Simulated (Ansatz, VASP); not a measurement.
# Two plane-wave programs on BaScO2F

```
Ba Sc O F
1.0
     4.20695    0.00000    0.00000
     0.00000    4.20695    0.00000
     0.00000    0.00000    4.25353
Ba Sc O F
1 1 2 1
Direct
  0.50000 0.50000 0.50000
  0.00000 0.00000 0.00000
  0.50000 0.00000 0.00000
  0.00000 0.50000 0.00000
  0.00000 0.00000 0.50000
```

Change from the starting cell: strain +0.0100 x Voigt [0, 0, 1, 0, 0, 0], atoms carried along.

Alike in both runs: task single point; functional LDA; k mesh 6 × 6 × 6; occupations gaussian, width 0.05 eV; no spin polarisation.

|  | VASP | Ansatz |
| --- | --- | --- |
| version | VASP 6.6.1 | Ansatz 0.2.0 |
| potentials or method | VASP PAW LDA potentials, release 64 (Ba_sv, Sc_sv, O, F) | scalar-relativistic, plane waves, PAW |
| plane-wave cutoff (eV) | 520 | 420 |
| valence electrons in the cell | 40 | 40 |

```csv
,VASP,Ansatz,Ansatz less VASP
gap on the k mesh at the Fermi level (eV),2.83,2.89,+0.068
least direct gap on the mesh (eV),3.22,3.28,+0.059
pressure (GPa),-9.4,-10.7,-1.29
largest component of the traceless stress (GPa),1.01,1.01,+0.002
```

Caveats: spin-orbit coupling is left out, which moves the levels of the heavy elements. A k mesh can miss the band edges.
